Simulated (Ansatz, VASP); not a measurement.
# BAs: VASP beside Ansatz, part 2 of 2

One calculation is typed for both programs; each brings its own data sets. How far apart do they land? The cell is taken from a series of runs on this material, whose earlier steps may have relaxed, scaled, displaced or heated it; both programs get it as it stands.

VASP 6.6.1 and Ansatz 0.2.0.

So far: Set-up; VASP: zone-centre phonons, LDA.

## (3) Ansatz: zone-centre phonons, LDA

Level of this step: Ansatz beside VASP: Kohn-Sham DFT, plane waves, LDA (Ansatz).

Ansatz runs on its PAW soft_1 files.

The same cell, functional (in two slightly different forms) and mesh now go to Ansatz, which takes its cutoff from its data sets.

input.yaml reads:

```yaml
crystal:
  lattice:
    - [0.0, 2.3567380187, 2.4131475749]
    - [2.3567380187, 0.0, 2.4131475749]
    - [2.3567380187, 2.3567380187, 0.0]
  atoms:
    - { symbol: B, position: [0.0, 0.0, 0.0] }
    - { symbol: As, position: [0.75, 0.75, 0.75] }
kpoints:
  mp_grid: { grid: [12, 12, 12] }
hamiltonian:
  xc: lda
  pseudopotentials: { kind: paw, azcp: { folder: soft_1 }, xc_functional: pbe }
scf:
  occupations: { method: fixed }
output:
  eigenvalues: true
phonons:
  method: dfpt
  dielectric: true
  rigid_motions: translations
```

Started as:

```sh
> ansatz run input.yaml --threads 4 --pin off --max-ram 10240MiB --backend cpu --events-out ev --progress --plain --runs-dir out
```

Numbers of over 12 decimals in the logs are rounded to 6 here.

Output:

```text
Engine: ansatz 0.2.0, aarch64-unknown-linux-gnu
Pseudopotentials: kind: paw
Pseudopotential: B, paw, valence charge 3, recommended cutoff 420 eV (normal), soft_1/B.paw.azcp
Pseudopotential: As, paw, valence charge 15, recommended cutoff 420 eV (normal), soft_1/As.paw.azcp
Functional definition: SPW92
  exchange = slater_x
  correlation = pw_c
Crystal: 2 atoms, lattice volume = 26.806 Å³
Basis set: ecut = 420 eV, 533 PW (Γ), exchange–correlation on 48×48×48 points (8 copies of the dense FFT grid, shifted against one another)
Bands: 13, of which v1, the nominal top of the filled ones, is band 9 counted from 1 (8 counted from 0)
Symmetry: 8 space group operations
k-points: 868 of 1728 (irreducible under 1 space group operation, time reversal used)
Non-local potential: B, projectors of the file, l = 0: 2, l = 1: 2, l = 2: 1
Non-local potential: As, projectors of the file, l = 0: 2, l = 1: 2, l = 2: 3, l = 3: 1
PAW form: soft (Blöchl's): semilocal exchange-correlation on the pseudo side does not see the compensation charge
PAW frozen core: B, regenerated for the run's functional, and the local potential with it (the file was generated under x = pbe(κ = 0.804, μ = 0.219515), c = pbe(β = 0.066725))
PAW frozen core: As, regenerated for the run's functional, and the local potential with it (the file was generated under x = pbe(κ = 0.804, μ = 0.219515), c = pbe(β = 0.066725))
PAW one-centre angular grid: B, 110 points (default); XC on 64 Gauss nodes
PAW one-centre angular grid: As, 590 points (default); XC on 64 Gauss nodes
Initial density: superposition of atomic densities (chi_scale 0.1, normalization cell, long waves kept (reshape's long-wave potential 0.00 eV rms))
Initial wavefunctions: pseudopotential atomic-orbital guess
Functional: x = slater, c = lda
SCF iter   1: F=—  HF=-4924.208076 eV  |F-HF|=—  |Δ(HF+E_count)|=         —  Δρ=7.71e-2  dr2=2.05e0  ethr=3.10e-3  ⟨swp⟩=4.3  Hψ=57440  notcnv=0  defer=1091
preconditioner: auto → none  [insulator: Δε(μ)=1.622 eV  Ē_g=12.560 eV  n_scr=8 (ndim 8)  ℏωp=20.3 eV  f_vac=0.000  ε∞_Penn≈3.6]
SCF iter   2: F=—  HF=-4923.573889 eV  |F-HF|=—  |Δ(HF+E_count)|=   6.34e-1  Δρ=2.50e-2  dr2=1.48e-1  ethr=3.10e-3  ⟨swp⟩=2.3  Hψ=24261  notcnv=0  defer=1227
SCF iter   3: F=—  HF=-4923.531540 eV  |F-HF|=—  |Δ(HF+E_count)|=   4.23e-2  Δρ=1.01e-2  dr2=1.87e-2  ethr=8.24e-4  ⟨swp⟩=2.1  Hψ=16033  notcnv=0  defer=1666
SCF iter   4: F=—  HF=-4923.528040 eV  |F-HF|=—  |Δ(HF+E_count)|=   3.50e-3  Δρ=4.26e-3  dr2=3.78e-3  ethr=1.04e-4  ⟨swp⟩=2.5  Hψ=20173  notcnv=0  defer=1714
SCF iter   5: F=—  HF=-4923.526806 eV  |F-HF|=—  |Δ(HF+E_count)|=   1.23e-3  Δρ=1.03e-3  dr2=1.86e-4  ethr=2.10e-5  ⟨swp⟩=3.1  Hψ=20648  notcnv=0  defer=1734
SCF iter   6: F=—  HF=-4923.526774 eV  |F-HF|=—  |Δ(HF+E_count)|=   3.16e-5  Δρ=1.22e-4  dr2=2.16e-6  ethr=1.03e-6  ⟨swp⟩=2.9  Hψ=20822  notcnv=0  defer=1728
SCF iter   7: F=—  HF=-4923.526774 eV  |F-HF|=—  |Δ(HF+E_count)|=   1.97e-8  Δρ=6.93e-6  dr2=7.37e-9  ethr=1.20e-8  ⟨swp⟩=2.0  Hψ=14765  notcnv=0  defer=4
SCF iter   8: F=-4923.526774 eV  HF=-4923.526774 eV  |F-HF|=2.36e-11  |Δ(HF+E_count)|=   1.21e-9  Δρ=3.45e-7  dr2=1.36e-11  ethr=1.00e-12  ⟨swp⟩=6.8  Hψ=77608  notcnv=0
SCF 1 converged in 8 iterations: F = -4923.526774 eV  dr2 = 1.36e-11
  greatest PAW one-centre occupation: 0.999 electrons in one spin orbital (limit 2), on the As atom at site 1 (counted from 0), in its partial waves of l = 2
NSCF: frozen V_eff on 3 k-points
DFPT response loops at Γ: preconditioner auto → none (the input reference at scf.mixing.eps_inf says where Resta's filter doesn't serve); β = 0.50; Broyden in place of MSR1
── the response to a field inside a basis, on 12×12×12 k-points: an SCF that follows is theirs, and a resumed run solves both again ──
Bands: 10, of which v1, the nominal top of the filled ones, is band 9 counted from 1 (8 counted from 0)
k-points: 468 of 1728 (irreducible under 2 space group operations, time reversal used)
Initial density: handed on by an earlier stage of this run
Initial wavefunctions: pseudopotential atomic-orbital guess (no wavefunctions were taken with the density)
Eigensolver: Dense (468 Hₖ)
SCF iter   1: F=—  HF=-4923.526717 eV  |F-HF|=—  |Δ(HF+E_count)|=         —  Δρ=1.45e-4  dr2=1.33e-6  ethr=1.00e-1
preconditioner: auto → none  [insulator: Δε(μ)=1.096 eV  Ē_g=9.719 eV  n_scr=8 (ndim 8)  ℏωp=20.3 eV  f_vac=0.000  ε∞_Penn≈5.4]
SCF iter   2: F=—  HF=-4923.526717 eV  |F-HF|=—  |Δ(HF+E_count)|=   1.45e-8  Δρ=7.76e-5  dr2=4.36e-7  ethr=7.37e-9
SCF iter   3: F=-4923.526717 eV  HF=-4923.526717 eV  |F-HF|=4.72e-8  |Δ(HF+E_count)|=   1.55e-7  Δρ=1.55e-5  dr2=3.73e-8  ethr=2.42e-9
SCF 1 converged in 3 iterations: F = -4923.526717 eV  dr2 = 3.73e-8
DFPT response loops at Γ: mixed as the last ones told, above
SCF converged after 8 iterations
Free energy (F): -4923.526774 eV
Harris-Foulkes:  -4923.526774 eV  (|F-HF|=2.36e-11)
Internal energy: -4923.526774 eV  (E = F + TS)
E sigma→0 (E₀):  -4923.526774 eV
Fermi energy:    10.749990 eV
--- Per-component energies (eV) ---
  E_band       = -220.186700
  E_kinetic    = 148.029017
  E_local      = -1947.125290  (includes V_loc(G=0)·N_el)
  E_nonlocal   = -380.024332
  E_hartree    = 1097.406794
  E_xc         = -103.271123
  E_vxc        = -113.101024  (∫ρ·V_xc dr)
  E_paw        = -2005.312599  (= ΣΔE_a)
  E_vpaw       = -122.778529  (= ΣTr[D̂ρ^β])
  E_aug_tail   = -0.000001  (compensation charges beyond the density's cutoff)
  E_ewald      = -1735.350304
  E_core_change = 2.121063  (= ΣΔE_core)
  E_smearing   = -0.000000  (= −TS)
  E_closure    = 0.000000  (closes the sum)
  Σ components = -4923.526774   (vs F -4923.526774, Δ=0.00e0)
--- Band table (eV; the first three rows and the last of 868) ---
  k-point 0: bands = [... 5 lower, -4.8684, 10.5124, 10.7500, 10.7500, 13.8978, 13.8978, 14.0488, 15.5189]
  k-point 1: bands = [... 5 lower, -4.7530, 9.6193, 10.3763, 10.5318, 14.0651, 14.1946, 14.3246, 16.1247]
  k-point 2: bands = [... 5 lower, -4.4106, 7.6967, 9.8852, 10.0754, 13.9863, 14.8193, 14.8856, 17.4098]
  k-point 867: bands = [... 5 lower, -1.9622, 1.8089, 8.6838, 8.9725, 13.4050, 15.3934, 15.5570, 19.4311]
--- Phonons (Γ-DFPT): 4 representative perturbations + reference, on 868 of 1728 k-points (Σ response iterations 12) ---
  k mesh reduced under 1 symmetry operation, with k and −k counted as one. Each operation leaves every solved perturbation unchanged. A smaller set is not considered because the run solves the response to a homogeneous field
  ASR residual: 2.583e-4 → 0.000e0 eV/Å²; symmetrization residual: 4.258e-6 eV/Å²
  ASR residual per site (eV/Å²): 1.23e-4 2.58e-4
  Γ frequencies (cm⁻¹): 0.00 0.00 0.00 689.96 691.33 691.33
  ε∞ (high-frequency dielectric tensor):
        9.580610     0.000000     0.000000
        0.000000     9.580610     0.000000
        0.000000     0.000000     9.997510
  ε⁰ (static dielectric tensor: ions relaxed, cell fixed):
        9.688132     0.000000    -0.000000
        0.000000     9.688132     0.000000
       -0.000000     0.000000    10.090970
  ε⁰ − ε∞ (ionic part):
        0.107523     0.000000    -0.000000
        0.000000     0.107523     0.000000
       -0.000000     0.000000     0.093460
  softest optical mode at Γ: 689.96 cm⁻¹; the repairs (sum rule, projections) moved no ω² at Γ by more than (1.93 cm⁻¹)²
  Born effective charges Z* (e; rows j = field, columns β = displacement):
    site 0:
        -0.51426    0.00000    0.00000
        -0.00000   -0.51426   -0.00000
         0.00000   -0.00000   -0.47851
    site 1:
         0.51426    0.00000   -0.00000
         0.00000    0.51426    0.00000
        -0.00000    0.00000    0.47851
  Z* charge neutrality: 2.281e-4 e pre-enforcement
  solved inside a basis spanned on kpoints, on 12×12×12 k-points, its susceptibility summed on 16×16×16: ε∞ is read to err by 2.8e-2, Z* by 1.6e-2 e (field_mesh: kpoints solves on kpoints); Z* is corrected for what the basis lacks
  optical modes at Γ without the LO–TO term, one row a degenerate level:
      ω (cm⁻¹)  modes    IR ((D/Å)²/amu)
        689.96      1             0.5592
        691.33      2             1.2917
  optical modes at Γ + LO–TO along q̂ = [1.0000, 0.0000, 0.0000]:
      ω (cm⁻¹)  modes    IR ((D/Å)²/amu)
        689.96      1             0.5592
        691.33      1             0.6459
        695.19      1             0.6459
  optical modes at Γ + LO–TO along q̂ = [0.0000, 1.0000, 0.0000]:
      ω (cm⁻¹)  modes    IR ((D/Å)²/amu)
        689.96      1             0.5592
        691.33      1             0.6459
        695.19      1             0.6459
  optical modes at Γ + LO–TO along q̂ = [0.0000, 0.0000, 1.0000]:
      ω (cm⁻¹)  modes    IR ((D/Å)²/amu)
        691.33      2             1.2917
        693.17      1             0.5592
```

In the SCF lines HF is the Harris–Foulkes energy and dr2 the Hartree energy of the density residual, in eV; the loop may stop once dr2 is under the threshold and the program's other checks hold. Hψ counts applications of the Hamiltonian.

## (4) Comparison

Known differences besides the potentials themselves: the two LDA forms differ slightly; fixed occupations in Ansatz, narrow Gaussian smearing in VASP; VASP's response is taken on the typed mesh, Ansatz refines its own for the field response alone; the data sets hold 18 valence electrons in Ansatz (on its PAW soft_1 files) and 8 in VASP; the cutoff is 420 eV in Ansatz and 500 eV in VASP; VASP's log shows a relativistic correction to its local exchange, Ansatz's none. Total energies have different zeros and are not compared.

Compared:

```
                                     quantity  Ansatz   VASP  difference
                                        ε∞ xx    9.58   9.57     +0.07 %
                                        ε∞ yy    9.58   9.57     +0.07 %
                                        ε∞ zz   10.00   9.99     +0.11 %
 Born charge of B1 (mean of the diagonal) (e)   -0.50  -0.54       +0.04
Born charge of As2 (mean of the diagonal) (e)    0.50   0.54       -0.04
                        optical mode 1 (cm⁻¹)   690.0  695.2     -0.75 %
                   optical mode 2 to 3 (cm⁻¹)   691.3  696.2     -0.70 %
```

Modes are paired by rising frequency, not by their patterns, so a pair may set unlike modes beside each other; they are those without the splitting of longitudinal modes.

## (5) What came out

```json
{"r.m.s. difference of the optical zone-centre modes, each program's sorted by frequency (zone-centre phonons, LDA)": "5.0 cm⁻¹", "difference in optical mode 1 (zone-centre phonons, LDA)": "-0.7 %"}
```

**Reading.** The r.m.s. difference of the optical zone-centre modes, each program's sorted by frequency is 5.0 cm⁻¹ (zone-centre phonons, LDA). The data sets hold unlike numbers of valence electrons (18 in Ansatz and 8 in VASP), so part of the differences comes from the potentials. Among the rows given in per cent, the largest difference of the zone-centre phonons, LDA pair is in optical mode 1, -0.7 %. How closely two codes agree says nothing of how well the functional describes the real material.

[Lines on the potential files, build, host, timing and source positions are cut from VASP's logs without a mark.]

[Logs are printed without paths, hosts, clocks, repeated set-up lines and the standing remarks that a program may print on its own settings, such as how far it seeks lower states.]

[Hosts, paths, dates, database ids (printed as entryN), source tags and the programs' standing remarks are cut or masked in the printed files.]
